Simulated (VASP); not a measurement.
Here is the system:

```yaml
crystal:
  lattice:
    - [0.00000, 2.83436, 2.83436]
    - [2.83436, 0.00000, 2.83436]
    - [2.83436, 2.83436, 0.00000]
  atoms:
    - { symbol: Be, position: [0.00000, 0.00000, 0.00000] }
    - { symbol: Te, position: [0.25000, 0.25000, 0.25000] }
```

Method: HSEsol screened hybrid, VASP's PBE PAW potentials (set 64) (plane waves; VASP 6.6.1). Run with 520 eV cut-off, 6×6×6 Γ-centred mesh, Gaussian smearing of 0.050 eV, potentials Be Te.

Unless said otherwise, spin-orbit coupling is left out, though it shifts the bands of the heavy elements here.

Task: Estimate the energy per atom (σ→0), pressure, band gap (over the mesh, the named points and PBE's band edges) with the smallest direct gap where there is one.

Result: 
```json
{
  "band gap (over the mesh, the named points and PBE's band edges)": "2.61 eV",
  "smallest direct gap (over the mesh, the named points and PBE's band edges)": "4.38 eV",
  "energy per atom (σ→0)": "-4.581 eV/atom",
  "pressure": "-2.36 GPa"
}
```

The absolute energy has meaning only against runs of the same code, potentials and settings.

The compound is BeTe in the zinc blende structure. It was relaxed first.
